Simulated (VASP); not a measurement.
Method: r2SCAN meta-GGA, VASP's PBE PAW potentials (set 64) (plane waves; VASP).

Input for VASP

**INCAR**
```
ALGO = Normal
EDIFF = 1E-7
ENCUT = 520
ISIF = 2
ISMEAR = -5
LASPH = T
LCHARG = F
LMAXMIX = 4
LMIXTAU = T
LORBIT = 11
LREAL = F
LWAVE = F
METAGGA = R2SCAN
NEDOS = 601
NELM = 100
PREC = Accurate
SYSTEM = SrO
```

KPOINTS:
```
Automatic mesh
0
Gamma
10 10 10
0 0 0
```

File KPOINTS_OPT:
```
k-points along high-symmetry lines
10
Line-mode
Reciprocal
  0.000000   0.000000   0.000000 ! GAMMA
  0.500000   0.000000   0.500000 ! X

  0.500000   0.000000   0.500000 ! X
  0.625000   0.250000   0.625000 ! U

  0.375000   0.375000   0.750000 ! K
  0.000000   0.000000   0.000000 ! GAMMA

  0.000000   0.000000   0.000000 ! GAMMA
  0.500000   0.500000   0.500000 ! L

  0.500000   0.500000   0.500000 ! L
  0.500000   0.250000   0.750000 ! W

  0.500000   0.250000   0.750000 ! W
  0.500000   0.000000   0.500000 ! X
```

POSCAR:
```
SrO
1
   -0.0000000000     2.5846390158     2.5846390158
    2.5846390158     0.0000000000     2.5846390158
    2.5846390158     2.5846390158     0.0000000000
Sr O
1 1
Direct
  0.0000000000   0.0000000000   0.0000000000
  0.5000000000   0.5000000000   0.5000000000
```

POTCAR, in this order: Sr_sv O (PBE.64 set). Program: vasp_std.

The run wrote:

### OSZICAR
```
       N       E                     dE             d eps       ncg     rms          rms(c)
DAV:   1     0.592940650843E+02    0.59294E+02   -0.90070E+03  1128   0.134E+03
DAV:   2    -0.311169979155E+02   -0.90411E+02   -0.84139E+02  1556   0.259E+02
DAV:   3    -0.346076999395E+02   -0.34907E+01   -0.34665E+01  1476   0.500E+01
DAV:   4    -0.347159174072E+02   -0.10822E+00   -0.10816E+00  1596   0.781E+00
DAV:   5    -0.347173816637E+02   -0.14643E-02   -0.14642E-02  1464   0.787E-01    0.160E+01
DAV:   6    -0.268590468055E+02    0.78583E+01   -0.66265E+00  1376   0.211E+01    0.146E+01
DAV:   7    -0.268382684877E+02    0.20778E-01   -0.45278E-01  1496   0.737E+00    0.868E+00
DAV:   8    -0.279881614636E+02   -0.11499E+01   -0.51614E-01  1168   0.968E+00    0.128E+00
DAV:   9    -0.267549925312E+02    0.12332E+01   -0.34529E-01  1168   0.815E+00    0.335E-01
DAV:  10    -0.270616734371E+02   -0.30668E+00   -0.15381E-01  1180   0.472E+00    0.264E-01
DAV:  11    -0.270540993053E+02    0.75741E-02   -0.32869E-03  1644   0.743E-01    0.156E-01
DAV:  12    -0.270525132316E+02    0.15861E-02   -0.20999E-03  1368   0.557E-01    0.160E-01
DAV:  13    -0.270545924009E+02   -0.20792E-02   -0.33031E-03  1164   0.797E-01    0.726E-02
DAV:  14    -0.270548650678E+02   -0.27267E-03   -0.18955E-04  1304   0.174E-01    0.488E-02
DAV:  15    -0.270555975621E+02   -0.73249E-03   -0.35022E-04  1236   0.269E-01    0.729E-02
DAV:  16    -0.270561754845E+02   -0.57792E-03   -0.24047E-04  1152   0.220E-01    0.290E-02
DAV:  17    -0.270561790736E+02   -0.35892E-05   -0.84919E-06  1536   0.320E-02    0.378E-02
DAV:  18    -0.270561644458E+02    0.14628E-04   -0.26081E-05  1148   0.497E-02    0.145E-02
DAV:  19    -0.270561662961E+02   -0.18503E-05   -0.28182E-06  1436   0.182E-02    0.121E-02
DAV:  20    -0.270561696801E+02   -0.33840E-05   -0.31571E-06  1284   0.167E-02    0.601E-03
DAV:  21    -0.270561676087E+02    0.20713E-05   -0.32670E-07  1340   0.581E-03    0.462E-03
DAV:  22    -0.270561690986E+02   -0.14899E-05   -0.82696E-08   804   0.413E-03    0.228E-03
DAV:  23    -0.270561685439E+02    0.55466E-06   -0.12746E-07   796   0.451E-03    0.879E-04
DAV:  24    -0.270561686004E+02   -0.56435E-07   -0.16748E-08   604   0.142E-03
   1 F= -.27056169E+02 E0= -.27056169E+02  d E =0.000000E+00
       N       E                     dE             ncg
       N       E                     dE             ncg
```

OUTCAR:
```
------------------------ aborting loop because EDIFF is reached ----------------------------------------
  FORCE on cell =-STRESS in cart. coord.  units (eV):
  Direction    XX          YY          ZZ          XY          YZ          ZX
  --------------------------------------------------------------------------------------
  Total        0.0014442      0.0014442      0.0014442      0.0000000      0.0000000     -0.0000000
  in kB        0.0670046      0.0670046      0.0670046      0.0000000      0.0000000     -0.0000000
  external PRESSURE =       0.0670046 kB  Pullay stress =       0.0000000 kB
  volume of cell :       34.53
      direct lattice vectors                 reciprocal lattice vectors
     0.000000000  2.584639016  2.584639016    -0.193450612  0.193450612  0.193450612
     2.584639016  0.000000000  2.584639016     0.193450612 -0.193450612  0.193450612
     2.584639016  2.584639016  0.000000000     0.193450612  0.193450612 -0.193450612
  FREE ENERGIE OF THE ION-ELECTRON SYSTEM (eV)
  ---------------------------------------------------
  free  energy   TOTEN  =       -27.0561686004 eV

  energy  without entropy=      -27.0561686004  energy(sigma->0) =      -27.05616860

 total charge

# of ion       s       p       d       tot
------------------------------------------
    1        2.014   5.900   0.233   8.147
    2        1.554   3.445   0.000   4.999
--------------------------------------------------
tot          3.568   9.344   0.233  13.146
```
(Selected blocks of OUTCAR.)

File OUTCAR:
```
 val. band max:        1.2686710857   @ k =   0.0000   0.0000   0.0000

 cond. band min:       5.0189828532   @ k =   0.5000   0.5000   0.0000


 Fermi energy:         1.3151142543

 k-point     1 :       0.0000    0.0000    0.0000
  band No.  band energies     occupation
      1     -32.2610      2.00000
      2     -14.7398      2.00000
      3     -13.3002      2.00000
      4     -13.3002      2.00000
      5     -13.3002      2.00000
      6       1.2687      2.00000
      7       1.2687      2.00000
      8       1.2687      2.00000
      9       5.8102      0.00000
     10       8.0098      0.00000
     11       8.0098      0.00000
     12       8.0098      0.00000

 k-point     2 :       0.1000    0.0000    0.0000
  band No.  band energies     occupation
      1     -32.2488      2.00000
      2     -14.9359      2.00000
      3     -13.3074      2.00000
      4     -13.3074      2.00000
      5     -13.1341      2.00000
      6       0.9848      2.00000
      7       1.1448      2.00000
      8       1.1448      2.00000
      9       6.2594      0.00000
     10       7.8932      0.00000
     11       8.2076      0.00000
     12       8.2076      0.00000

 k-point     3 :       0.2000    0.0000    0.0000
  band No.  band energies     occupation
      1     -32.2166      2.00000
      2     -15.3309      2.00000
      3     -13.3261      2.00000
      4     -13.3261      2.00000
      5     -12.8186      2.00000
      6       0.3741      2.00000
      7       0.8435      2.00000
      8       0.8435      2.00000
      9       7.3339      0.00000
     10       7.7787      0.00000
     11       8.7666      0.00000
     12       8.7666      0.00000

 k-point     4 :       0.3000    0.0000    0.0000
  band No.  band energies     occupation
      1     -32.1764      2.00000
      2     -15.7121      2.00000
      3     -13.3490      2.00000
      4     -13.3490      2.00000
      5     -12.5362      2.00000
      6      -0.2371      2.00000
...
```

The compound is SrO in the rock salt structure. It was relaxed first.
